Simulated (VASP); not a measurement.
Write the native input for VASP 6.6.1 that does the following.

* Task: single point
* Functional: r2SCAN
* Potentials or basis: VASP PAW PBE potentials, release 64 (Sc_sv, In_d, Te, Se)
* Cutoff: 520 eV
* k mesh: 8 × 8 × 2
* Occupations: gaussian, width 0.1 eV
* Spin: no spin polarisation
* Further INCAR settings: ALGO = Normal; EDIFF = 1e-06; NBANDS = 46

The structure of ScInTeSe lies in POSCAR:

```
ScInTeSe
1.0
    4.0643600000      0.0000000000      0.0000000000
   -2.0321800000      3.5198390000      0.0000000000
    0.0000000000      0.0000000000     15.8537300000
Sc In Te Se
2 2 2 2
Direct
    0.0000000000      0.0000000000      0.2637020000
    0.0000000000      0.0000000000      0.7362980000
    0.3333330000      0.6666670000      0.5000000000
    0.6666670000      0.3333330000      0.0000000000
    0.3333330000      0.6666670000      0.1519350000
    0.3333330000      0.6666670000      0.8480650000
    0.6666670000      0.3333330000      0.3549970000
    0.6666670000      0.3333330000      0.6450030000
```

The cell was built by a generator and needn't be a form met in nature.

One way to write it, as run:

INCAR

```
SYSTEM = ScInTeSe
  ALGO = Normal
  EDIFF = 1E-6
  ENCUT = 520
  ISIF = 2
  ISMEAR = 0
  KPAR = 2
  LASPH = .True.
  LCHARG = .False.
  LMIXTAU = .True.
  LREAL = .False.
  LWAVE = .False.
  METAGGA = R2SCAN
  NBANDS = 46
  NELM = 150
  PREC = Accurate
  SIGMA = 0.1
```

KPOINTS

```
k-points
0
Gamma
  8 8 2
  0 0 0
```

Potentials or basis: VASP PAW PBE potentials, release 64 (Sc_sv, In_d, Te, Se).

Run with:

```sh
$ cat potpaw_PBE.64/Sc_sv/POTCAR potpaw_PBE.64/In_d/POTCAR potpaw_PBE.64/Te/POTCAR potpaw_PBE.64/Se/POTCAR > POTCAR
$ mpirun -np 2 vasp_std > vasp.out
```

It gave:

| Item | Value |
| --- | --- |
| Pressure | -0.2 GPa |
| Largest force | 0.063 eV/Å |
| Band gap on the k mesh | 0.16 eV, indirect (least direct gap 0.70 eV) |

Caveat: the PAW data sets were made with another functional, which shifts forces and pressure a little; spin-orbit coupling is left out, which moves the levels of the heavy elements.

Wall time 17 min on 2 MPI ranks on Intel(R) Xeon(R) Platinum 8488C (Sapphire Rapids), on a shared host, peak memory 0.49 GiB a rank.
